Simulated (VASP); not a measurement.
Runs of VASP 6.6.1 on Ta. The structure is cubic, space group Fd-3m (No. 227). Conventional cell: a = 6.088 Å, b = 6.088 Å, c = 6.088 Å, α = 90.00°, β = 90.00°, γ = 90.00°. Ta (site symmetry -43m) has 4 Ta at 2.64 Å as nearest neighbours. This isn't the form of Ta at room conditions, which is bcc.

| cell | k mesh | gap on the mesh (eV) | pressure (GPa) |
| --- | --- | --- | --- |
| Fd-3m, 28.21 Å³/atom | 10 × 10 × 10 | none | (a) |
| Fd-3m, 26.12 Å³/atom | 15 × 15 × 15 | none | 0.3 |
| Fd-3m, 24.03 Å³/atom | 10 × 10 × 10 | none | 8.0 |
| Fd-3m, 26.12 Å³/atom | 10 × 10 × 10 | none | 0.3 |

Alike in all rows: task single point; level LDA; potentials or basis VASP PAW LDA potentials, release 64 (Ta_pv); no spin polarisation; cutoff (eV) 520; smearing fermi-dirac 0.1 eV.

Task: Estimate the missing entries.

Result: (a) -5.2.

A k mesh can miss the band edges, and the runs leave out spin-orbit coupling on Ta.

A gap of «none» marks a metal or a gap under the smearing width.
